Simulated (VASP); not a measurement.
Write the native input for VASP 6.6.1 that does the following.

| Property | Result |
| --- | --- |
| Task | relaxation of cell and atoms |
| Functional | PBE |
| Potentials or basis | VASP PAW PBE potentials, release 64 (Mg, Cd, S) |
| Cutoff | 520 eV |
| k mesh | 4 × 4 × 2 |
| Occupations | gaussian, width 0.15 eV |
| Spin | no spin polarisation |
| Further INCAR settings | PREC = Normal; ALGO = Fast; EDIFF = 0.0001; IBRION = 2; EDIFFG = -0.08; NSW = 24; ISIF = 3 |

The structure of MgCd2S3 lies in POSCAR:

```
MgCd2S3
1.0
    4.5340094300      0.0000000000      0.0000000000
   -2.2670047100      3.9265673400      0.0000000000
    0.0000000000      0.0000000000      7.4118702800
Mg Cd S
1 2 3
Direct
    0.0000000000      0.0000000000      0.0000000000
    0.3333333300      0.6666666700      0.0000000000
    0.6666666700      0.3333333300      0.0000000000
    0.0000000000      0.0000000000      0.7382215600
    0.0000000000      0.0000000000      0.2617784400
    0.0000000000      0.0000000000      0.5000000000
```

The cell was built by a generator and needn't be a form met in nature.

One way to write it, as run:

INCAR

```
PREC     = Normal         # precision mode
ENCUT    = 520            # plane-wave cutoff, eV
EDIFF    = 1E-4           # SCF threshold, eV
ISMEAR   = 0              # smearing method
SIGMA    = 0.15           # smearing width, eV
LREAL    = F              # projectors in reciprocal space
LASPH    = T              # aspherical terms in the spheres
NELM     = 60             # most SCF steps
ALGO     = Fast           # electronic algorithm
ISIF     = 3              # what is computed and relaxed
LWAVE    = F              # write WAVECAR
LCHARG   = F              # write CHGCAR
GGA      = PE             # functional
IBRION   = 2              # ionic algorithm
NSW      = 24             # ionic steps
EDIFFG   = -0.08          # ionic threshold
```

KPOINTS

```
Automatic mesh
0
Gamma
  4 4 2
```

Potentials or basis: VASP PAW PBE potentials, release 64 (Mg, Cd, S).

The run is started by

```bash
$ cat potpaw_PBE.64/Mg/POTCAR potpaw_PBE.64/Cd/POTCAR potpaw_PBE.64/S/POTCAR > POTCAR
$ mpirun -np 1 vasp_std > vasp.out
```

Results of the run:

* Relaxed volume: 34.69 Å³/atom
* Relaxed cell: a = 5.142 Å, b = 5.142 Å, c = 9.088 Å, α = 90.00°, β = 90.00°, γ = 120.00°
* Space group after relaxing (to 0.05 Å): P6/mmm (No. 191)
* Energy gained by relaxing: 1243.3 meV/atom
* Ionic steps: 12
* Pressure after relaxing: 0.0 GPa
* Largest force after relaxing: 0.032 eV/Å
* Band gap on the k mesh: none (metal or under the smearing width)

Caveat: the k mesh is coarse (spacing up to 0.42 Å⁻¹), so the values aren't converged; the volume moved by over 15 % at a fixed basis, so the end points are rough; the relaxation stopped at a loose force limit of 0.08 eV/Å, so its end isn't a converged minimum.

It took 100 s on 1 thread of Intel(R) Xeon(R) Platinum 8488C (Sapphire Rapids), on a shared host, peak memory 0.2 GiB.
